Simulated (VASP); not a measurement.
Consider the following.

```
BN
1.0
    2.51640     0.00000     0.00000
   -1.25820     2.17926     0.00000
    0.00000     0.00000     4.16472
B N
2 2
Direct
  0.66667   0.33333   0.99972
  0.33333   0.66667   0.49972
  0.66667   0.33333   0.62528
  0.33333   0.66667   0.12528
```

These are PBE GGA, VASP's PBE PAW potentials (set 64) (plane waves; VASP) values and carry that method's errors. Numerical set-up: 400 eV cut-off, 10×10×6 Γ-centred mesh, Gaussian smearing of 0.010 eV, potentials B N.

Give the energies of bands 3 to 11 at the high-symmetry points, in eV from the valence-band maximum.

```
band       Γ      M      K      A       L      H
----  ------  -----  -----  -----  ------  -----
3     -11.29  -9.78  -9.61  -5.91  -10.34  -9.09
4      -2.22  -8.05  -7.39  -5.91  -10.34  -9.09
5      -2.22  -7.15  -7.39  -1.24   -3.93  -8.06
6      -0.29  -5.19  -5.68  -1.24   -3.93  -8.06
7       0.00  -4.62  -5.63  -1.24   -3.72  -3.17
8       0.00  -2.22  -5.63  -1.24   -3.72  -3.17
9       8.49   6.81   5.10   9.79    6.68   9.55
10      8.49   8.05  13.86   9.79    6.68   9.55
11      8.76  10.76  13.86  10.09   10.25  10.30
```

The gap is indirect, 5.10 eV, from the valence maximum at Γ to the conduction minimum at K.

The structure comes from a computed database's BN entry; how it stands against other phases isn't given here. The cell was not relaxed at this level.
